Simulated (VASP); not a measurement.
Here is the system:

```
CELL_PARAMETERS angstrom
      1.79203    -3.01552     0.00000
      1.79203     3.01552     0.00000
      0.00000     0.00000     5.73395
ATOMIC_POSITIONS crystal
  Ho 0.33333 0.66667 0.25000
  Ho 0.68283 0.34950 0.75000
```

Computed with PBE GGA, VASP's PBE PAW potentials (set 64) (plane waves; VASP). Settings: 400 eV cut-off, 11×11×6 Γ-centred mesh, Fermi-Dirac smearing of 0.30 eV, potentials Ho_3.

The 4f electrons are frozen in the core of the lanthanide potential, so 4f levels, which can set the real gap, and their magnetism are missing.

Task: What does the run give for the energy per atom (σ→0), pressure, largest force, band gap (on the k-mesh) with the smallest direct gap where there is one?

Result: 
```yaml
band gap (on the k-mesh): none (metal, semimetal or under 0.01 eV)
energy per atom (σ→0): -4.525 eV/atom
pressure: 1.40 GPa
largest_force: 0.077 eV/Å
```

Only differences to runs with the same potentials and settings are physical.

The compound is Ho in the hcp structure. The cell was not relaxed at this level, atoms are displaced from their ideal sites. The run is one of a series of settings (ISMEAR = -1, SIGMA = 0.3 against the base run), some of them coarse on purpose.
